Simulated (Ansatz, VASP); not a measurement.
# Cross-check of CaHfSe3 between VASP and Ansatz, part 2 of 2

One calculation is typed for both programs; each brings its own data sets. How far apart do they land? The cell is generated by rule, not measured, and may not be a known phase. The cell is taken from a series of runs on this material, whose earlier steps may have relaxed, scaled, displaced or heated it; both programs get it as it stands.

VASP 6.6.1 and Ansatz 0.2.0.

So far: Starting point; VASP: relaxation of cell and atoms, LDA.

The structure was built from a prototype and need not be the compound's stable phase.

### Step 3. Ansatz: relaxation of cell and atoms, LDA

Level of this step: Ansatz beside VASP: Kohn-Sham DFT, plane waves, LDA (Ansatz).

Ansatz runs on its PAW soft_1 files.

The same cell, functional (in two slightly different forms), mesh and smearing now go to Ansatz, which takes its cutoff from its data sets.

Contents of input.yaml:

```yaml
crystal:
  lattice:
    - [3.5608812476, 2.0558757468, 6.1613228952]
    - [-3.5608812476, 2.0558757468, 6.1613228952]
    - [0.0, -4.1117514937, 6.1613228952]
  atoms:
    - { symbol: Ca, position: [0.3012904029, 0.3012904029, 0.3012904029] }
    - { symbol: Ca, position: [0.6987095971, 0.6987095971, 0.6987095971] }
    - { symbol: Hf, position: [0.5, 0.5, 0.5] }
    - { symbol: Hf, position: [0.0, 0.0, 0.0] }
    - { symbol: Se, position: [0.2499058202, 0.7438773647, 0.2499058202] }
    - { symbol: Se, position: [0.7500941798, 0.2561226353, 0.7500941798] }
    - { symbol: Se, position: [0.7500941798, 0.7500941798, 0.2561226353] }
    - { symbol: Se, position: [0.2499058202, 0.2499058202, 0.7438773647] }
    - { symbol: Se, position: [0.7438773647, 0.2499058202, 0.2499058202] }
    - { symbol: Se, position: [0.2561226353, 0.7500941798, 0.7500941798] }
kpoints:
  mp_grid: { grid: [6, 6, 6] }
hamiltonian:
  xc: lda
  pseudopotentials: { kind: paw, azcp: { folder: soft_1 }, xc_functional: pbe }
scf:
  occupations: { method: methfessel_paxton, width: 0.2 }
output:
  forces: true
  stress: true
  eigenvalues: true
relax:
  adjacent_minimum: "off"
  f_tol: 0.001
  max_steps: 60
  cell: { stress_tol: 0.01 }
```

On the command line:

```console
$ ansatz run input.yaml --threads 4 --pin off --max-ram 16384MiB --backend cpu --events-out ev --progress --plain --runs-dir out
```

Numbers of over 12 decimals in the logs are rounded to 6 here.

Output:

```text
Engine: ansatz 0.2.0, aarch64-unknown-linux-gnu
Pseudopotentials: kind: paw
Pseudopotential: Ca, paw, valence charge 10, recommended cutoff 420 eV (normal), soft_1/Ca.paw.azcp
Pseudopotential: Hf, paw, valence charge 26, recommended cutoff 420 eV (normal), soft_1/Hf.paw.azcp
Pseudopotential: Se, paw, valence charge 16, recommended cutoff 420 eV (normal), soft_1/Se.paw.azcp
Functional definition: SPW92
  exchange = slater_x
  correlation = pw_c
Crystal: 10 atoms, lattice volume = 270.632 Å³
Basis set: ecut = 420 eV, 5289 PW (Γ)
Bands: 101, of which v1, the nominal top of the filled ones, is band 84 counted from 1 (83 counted from 0)
Symmetry: 12 space group operations
Space group: R-3m (ITA 166), of the structure as read, at distance tolerance 6.5e-5 Å
k-points: 32 of 216
Non-local potential: Ca, projectors of the file, l = 0: 3, l = 1: 2, l = 2: 2
Non-local potential: Hf, projectors of the file, l = 0: 3, l = 1: 2, l = 2: 2, l = 3: 3
Non-local potential: Se, projectors of the file, l = 0: 2, l = 1: 2, l = 2: 3, l = 3: 1
PAW form: soft (Blöchl's): semilocal exchange-correlation on the pseudo side does not see the compensation charge
PAW frozen core: Ca, regenerated for the run's functional, and the local potential with it (the file was generated under x = pbe(κ = 0.804, μ = 0.219515), c = pbe(β = 0.066725))
PAW frozen core: Hf, regenerated for the run's functional, and the local potential with it (the file was generated under x = pbe(κ = 0.804, μ = 0.219515), c = pbe(β = 0.066725))
PAW frozen core: Se, regenerated for the run's functional, and the local potential with it (the file was generated under x = pbe(κ = 0.804, μ = 0.219515), c = pbe(β = 0.066725))
PAW one-centre angular grid: Ca, 110 points (default); XC on 64 Gauss nodes
PAW one-centre angular grid: Hf, 590 points (default); XC on 64 Gauss nodes
PAW one-centre angular grid: Se, 590 points (default); XC on 64 Gauss nodes
Initial density: superposition of atomic densities (chi_scale 0.1, normalization cell, long waves kept (reshape's long-wave potential 0.03 eV rms))
Initial wavefunctions: pseudopotential atomic-orbital guess
Functional: x = slater, c = lda
SCF iter   1: F=—  HF=-66825.375087 eV  |F-HF|=—  |Δ(HF+E_count)|=         —  Δρ=9.97e-2  dr2=6.19e1  ethr=3.10e-3  ⟨swp⟩=7.2  Hψ=12721  notcnv=0
preconditioner: auto → LDOS  [metal: Δε(μ)=0.003 eV  Ē_g=11.937 eV  σ=0.200 eV  W_gap=0.01  n_scr=64 (ndim 8)  ℏωp=19.7 eV  f_vac=0.083  D(μ)=6.60/eV (n_scr^D=52)  β→1.0]
SCF iter   2: F=—  HF=-66815.216530 eV  |F-HF|=—  |Δ(HF+E_count)|=    1.02e1  S|Δr|=    0.00e0  Δρ=4.75e-2  dr2=6.59e0  ethr=3.10e-3  ⟨swp⟩=4.1  Hψ=8311  notcnv=0  defer=234
preconditioner: auto → Resta (q_TF=auto, 2.520 Å⁻¹)  ε∞=4.1  [insulator: Δε(μ)=0.534 eV  Ē_g=12.113 eV  σ=0.200 eV  W_gap=1.06  n_scr=64 (ndim 8)  ℏωp=21.2 eV  f_vac=0.125  D(μ)=-0.03/eV (n_scr^D=0)  ε∞_Penn≈4.1  β→0.5]
SCF iter   3: F=—  HF=-66812.861180 eV  |F-HF|=—  |Δ(HF+E_count)|=    2.36e0  S|Δr|=    0.00e0  Δρ=1.05e-2  dr2=3.41e-1  ethr=3.10e-3  ⟨swp⟩=3.0  Hψ=6866  notcnv=0  defer=296
SCF iter   4: F=—  HF=-66812.756959 eV  |F-HF|=—  |Δ(HF+E_count)|=   1.04e-1  S|Δr|=    0.00e0  Δρ=6.55e-3  dr2=1.18e-1  ethr=2.03e-4  ⟨swp⟩=2.0  Hψ=5537  notcnv=0  defer=296
SCF iter   5: F=—  HF=-66812.746696 eV  |F-HF|=—  |Δ(HF+E_count)|=   1.03e-2  S|Δr|=    0.00e0  Δρ=1.82e-3  dr2=1.14e-2  ethr=7.05e-5  ⟨swp⟩=2.0  Hψ=4546  notcnv=0  defer=296
SCF iter   6: F=—  HF=-66812.744572 eV  |F-HF|=—  |Δ(HF+E_count)|=   2.12e-3  S|Δr|=    0.00e0  Δρ=7.19e-4  dr2=3.02e-3  ethr=6.79e-6  ⟨swp⟩=2.0  Hψ=5685  notcnv=0  defer=296
SCF iter   7: F=—  HF=-66812.744236 eV  |F-HF|=—  |Δ(HF+E_count)|=   3.35e-4  S|Δr|=    0.00e0  Δρ=3.54e-4  dr2=6.56e-4  ethr=1.80e-6  ⟨swp⟩=2.0  Hψ=5659  notcnv=0  defer=296
SCF iter   8: F=—  HF=-66812.744138 eV  |F-HF|=—  |Δ(HF+E_count)|=   9.79e-5  S|Δr|=    0.00e0  Δρ=1.23e-4  dr2=6.30e-5  ethr=3.90e-7  ⟨swp⟩=2.0  Hψ=5621  notcnv=0  defer=296
SCF iter   9: F=—  HF=-66812.744032 eV  |F-HF|=—  |Δ(HF+E_count)|=   1.06e-4  S|Δr|=    0.00e0  Δρ=4.32e-5  dr2=8.26e-6  ethr=3.75e-8  ⟨swp⟩=2.0  Hψ=5895  notcnv=0  defer=296
SCF iter  10: F=—  HF=-66812.744035 eV  |F-HF|=—  |Δ(HF+E_count)|=   3.15e-6  S|Δr|=    0.00e0  Δρ=1.21e-5  dr2=7.54e-7  ethr=4.92e-9  ⟨swp⟩=2.0  Hψ=5376  notcnv=0  defer=296
SCF iter  11: F=—  HF=-66812.744035 eV  |F-HF|=—  |Δ(HF+E_count)|=   3.47e-7  S|Δr|=    0.00e0  Δρ=4.96e-6  dr2=1.34e-7  ethr=5.95e-11  ⟨swp⟩=13.3  Hψ=20974  notcnv=0
SCF iter  12: F=-66812.744035 eV  HF=-66812.744035 eV  |F-HF|=4.24e-8  |Δ(HF+E_count)|=   4.98e-8  S|Δr|=    0.00e0  Δρ=2.24e-6  dr2=3.82e-8  ethr=5.95e-11  ⟨swp⟩=5.7  Hψ=13642  notcnv=0
SCF 1 converged in 12 iterations: F = -66812.744035 eV  dr2 = 3.82e-8
  greatest PAW one-centre occupation: 1.000 electrons in one spin orbital (limit 2), on the Se atom at site 5 (counted from 0), in its partial waves of l = 2
[...]
SCF iter   6: F=—  HF=-66812.744034 eV  |F-HF|=—  |Δ(HF+E_count)|=  5.82e-11  S|Δr|=    0.00e0  Δρ=6.82e-8  dr2=1.41e-11  ethr=1.00e-12  ⟨swp⟩=1.0  Hψ=3232  notcnv=0
SCF iter   7: F=-66812.744034 eV  HF=-66812.744034 eV  |F-HF|=1.46e-11  |Δ(HF+E_count)|=  1.46e-11  S|Δr|=    0.00e0  Δρ=9.59e-9  dr2=4.26e-13  ethr=1.00e-12  ⟨swp⟩=5.3  Hψ=17295  notcnv=0
SCF 4 converged in 7 iterations: F = -66812.744034 eV  dr2 = 4.26e-13
relax step   4: F+E_penalty+E_count = -66812.74403443 eV  Δ(F+E_penalty+E_count) = -5.053e-7 eV  max|allowed force component| = 5.005e-5 eV/Å  Δτ_max = 0.0000 Å  P = +0.000 GPa  Ω = 270.657 Å³  stress off target by 2.03e-4 GPa  SCF on the basis re-selected at this cell (its energy is not comparable with the rows above)  (7 SCF iters)
basis re-selected at this cell: Δ(F+E_penalty+E_count) = -5.053e-7 eV, ΔP = -0.000 GPa vs the last step (what re-selecting the basis moved, of the pressure what is left beyond the Pulay correction that the steps carried, after the strain that the cell walked since its last selection, with what the two solves' SCF thresholds leave and, on support functions, any second-order correction that the steps lacked; it is no m [...]
SCF converged after 7 iterations
Stability not checked: this state was not tested for a lower state beside it, because cold or Methfessel-Paxton smearing, or corrected tetrahedra, fill the levels in a way that the test cannot read (fill_not_monotonic; see scf.lower_state_search)
Free energy (F): -66812.744034 eV
Harris-Foulkes:  -66812.744034 eV  (|F-HF|=1.46e-11)
Internal energy: -66812.748639 eV  (E = F + TS)
E sigma→0 (E₀):  -66812.745186 eV
Entropy (-TS):   0.004605 eV (0.460 meV/atom)
Fermi energy:    8.339760 eV
Step filling:    the computed levels leave a gap of 0.0953 eV = 0.5 smearing widths at the electron count; against every level under it full and every level over it empty, smearing changes F+E_penalty+E_count by +2.276 meV and its σ→0 estimate by +1.124 meV
--- Per-component energies (eV) ---
  E_band       = -3107.751302
  E_kinetic    = 1997.740499
  E_local      = -37652.808073  (includes V_loc(G=0)·N_el)
  E_nonlocal   = -1770.045704
  E_hartree    = 18568.512720
  E_xc         = -1293.364603
  E_vxc        = -1373.891327  (∫ρ·V_xc dr)
  E_paw        = -28829.659215  (= ΣΔE_a)
  E_vpaw       = -1445.770214  (= ΣTr[D̂ρ^β])
  E_aug_tail   = -0.002044  (compensation charges beyond the density's cutoff)
  E_ewald      = -17851.906888
  E_core_change = 18.784667  (= ΣΔE_core)
  E_smearing   = 0.004605  (= −TS)
  E_closure    = -0.000000  (closes the sum)
  Σ components = -66812.744034   (vs F -66812.744034, Δ=0.00e0)
--- Forces (eV/Å), atoms counted from 1 ---
  atom   1  Ca     0.00000000    -0.00000000     0.00002746
  atom   2  Ca    -0.00000000     0.00000000    -0.00002746
  atom   3  Hf    -0.00000000     0.00000000     0.00000000
  atom   4  Hf    -0.00000000     0.00000000    -0.00000000
  atom   5  Se    -0.00002764     0.00001596    -0.00005005
  atom   6  Se     0.00002764    -0.00001596     0.00005005
  atom   7  Se    -0.00000000     0.00003192     0.00005005
  atom   8  Se     0.00000000    -0.00003192    -0.00005005
  atom   9  Se     0.00002764     0.00001596    -0.00005005
  atom  10  Se    -0.00002764    -0.00001596     0.00005005
  max |Σ_I F_I| component: 1.99e-18 eV/Å
--- Stress (GPa, compression-positive) ---
        0.000203       0.000000      -0.000000
        0.000000       0.000203       0.000000
       -0.000000       0.000000      -0.000027
  P = ⅓ Tr σ = 0.0001 GPa (0.001 kbar)
--- Band table (eV; the first three rows and the last of 32) ---
  k-point 0: bands = [... 80 lower, 7.8480, 7.9110, 7.9110, 8.2665, 8.4350, 8.5401, 8.5401, 9.6863, ... 13 higher]
  k-point 1: bands = [... 80 lower, 7.5961, 7.7628, 7.8392, 8.2034, 8.6366, 8.8690, 9.0163, 10.0590, ... 13 higher]
  k-point 2: bands = [... 80 lower, 7.3350, 7.3886, 7.5819, 7.7339, 9.1209, 9.4018, 9.6186, 10.2275, ... 13 higher]
  k-point 31: bands = [... 80 lower, 7.2977, 7.2977, 7.6267, 7.9147, 9.7597, 9.7597, 9.7692, 9.8693, ... 13 higher]
--- Relaxed structure (3 steps of the walk, 3 accepted, 1 SCFs on fresh bases) ---
  F+E_penalty+E_count = -66812.74403443 eV   max|allowed force component| = 5.005e-5 eV/Å   (the final SCF, on the basis selected at the relaxed cell)
  cell:  # Å, volume = 270.6572 Å³
    - [3.560739, 2.055794, 6.162382]
    - [-3.560739, 2.055794, 6.162382]
    - [0, -4.111588, 6.162382]
  atoms:
    - { symbol: Ca, position: [0.301325, 0.301325, 0.301325] }
    - { symbol: Ca, position: [0.698675, 0.698675, 0.698675] }
    - { symbol: Hf, position: [0.500000, 0.500000, 0.500000] }
    - { symbol: Hf, position: [0, 0, 0] }
    - { symbol: Se, position: [0.249906, 0.743889, 0.249906] }
    - { symbol: Se, position: [0.750094, 0.256111, 0.750094] }
    - { symbol: Se, position: [0.750094, 0.750094, 0.256111] }
    - { symbol: Se, position: [0.249906, 0.249906, 0.743889] }
    - { symbol: Se, position: [0.743889, 0.249906, 0.249906] }
    - { symbol: Se, position: [0.256111, 0.750094, 0.750094] }
```

In the SCF lines HF is the Harris–Foulkes energy and dr2 the Hartree energy of the density residual, in eV; the loop may stop once dr2 is under the threshold and the program's other checks hold. Hψ counts applications of the Hamiltonian.

### Step 4. Differences

Known differences besides the potentials themselves: the two LDA forms differ slightly; the data sets hold 168 valence electrons in Ansatz (on its PAW soft_1 files) and 76 in VASP; the cutoff is 420 eV in Ansatz and 500 eV in VASP; VASP's log shows a relativistic correction to its local exchange, Ansatz's none; Ansatz adds a Pulay correction to the stress that steers its cell, VASP none. Total energies have different zeros and are not compared.

Both answers:

```
                                         quantity  Ansatz    VASP  difference
                                      volume (Å³)  270.66  270.64     +0.01 %
edge a after relaxation, in the typed setting (Å)   7.408   7.406     +0.03 %
```

### Step 5. Results

| Quantity | Value |
| --- | --- |
| difference in edge a after relaxation, in the typed setting (relaxation of cell and atoms, LDA) | 0.030 % |

**Reading.** The difference in edge a after relaxation, in the typed setting is 0.030 % (relaxation of cell and atoms, LDA), within the 1.2 % picked in this series as the mark of a large difference, as far as the stopping tolerances let one tell. The data sets hold unlike numbers of valence electrons (168 in Ansatz and 76 in VASP), so part of the differences may come from the potentials. Such differences can come from data sets, numerical settings and the points named under the comparisons, not from the functional's error against experiment.

[Lines on the potential files, build, host, timing and source positions are cut from VASP's logs without a mark.]

[Logs are printed without paths, hosts, clocks, repeated set-up lines and the standing remarks that a program may print on its own settings, such as how far it seeks lower states.]

[Hosts, paths, dates, database ids (printed as entryN), source tags and the programs' standing remarks are cut or masked in the printed files.]
